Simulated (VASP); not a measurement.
Given:

```
CELL_PARAMETERS angstrom
      3.19000     0.00000     0.00000
     -1.59500     2.76262     0.00000
      0.00000     0.00000     5.05000
ATOMIC_POSITIONS crystal
  Hf 0.66667 0.33333 0.75000
  Hf 0.33333 0.66667 0.25000
```

These are PBEsol GGA, VASP's PBE PAW potentials (set 64) (plane waves; VASP) values and carry that method's errors. Settings: 480 eV cut-off, 12×12×7 Γ-centred mesh, first-order Methfessel-Paxton smearing of 0.10 eV, potentials Hf_pv.

Energy and stress use the plane-wave basis of the starting cell.

**Question.** The ions, cell shape and volume are relaxed. Predict the relaxed structure.

**Answer.** 
```
CELL_PARAMETERS angstrom
      3.15678     0.00000     0.00000
     -1.57839     2.73385     0.00000
      0.00000     0.00000     4.99216
ATOMIC_POSITIONS crystal
  Hf 0.66667 0.33333 0.75000
  Hf 0.33333 0.66667 0.25000
```
Space group P6_3/mmc (194), at a tolerance of 0.03 Å.

**Question.** How do energy and volume change from the first to the last step?

**Answer.** The energy (σ→0) changes by -7.8 meV/atom and the volume by -3.2 %, in 4 ionic steps.

| step | E(σ→0) (eV) | max force (eV/Å) | pressure (GPa) | volume (Å³) |
|---|---|---|---|---|
| 1 | -20.9892 | 0.000 | -3.52 | 44.50 |
| 2 | -20.9800 | 0.000 | 4.88 | 41.43 |
| 3 | -21.0049 | 0.000 | -0.03 | 43.11 |
| 4 | -21.0049 | 0.000 | 0.03 | 43.08 |

The compound is Hf in the hcp structure. This run relaxes it. Symmetry was kept, so distortions that lower it aren't found.
